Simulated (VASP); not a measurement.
Consider the following.

```
CELL_PARAMETERS angstrom
      0.00000     2.20936     2.20936
      2.20936     0.00000     2.20936
      2.20936     2.20936     0.00000
ATOMIC_POSITIONS crystal
  Hf 0.00000 0.00000 0.00000
  N  0.50000 0.50000 0.50000
```

Method: revTPSS meta-GGA, VASP's PBE PAW potentials (set 64) (plane waves; VASP). Run with 520 eV cut-off, 14×14×14 Γ-centred mesh, first-order Methfessel-Paxton smearing of 0.10 eV, potentials Hf_pv N.

Question: The job: HfN (rock salt), 2 atoms, revTPSS, static run, 520 eV, 14×14×14 Γ-centred mesh. Roughly how much core time does it take on a busy server core?

Answer: About 2 core-minutes (one run on a shared machine, a rough figure). It had 104 irreducible k-points, 11 bands, up to 592 plane waves and 34 electronic steps.

The compound is HfN in the rock salt structure. This cell is one point of a volume scan, at 0.94 of the reference volume.
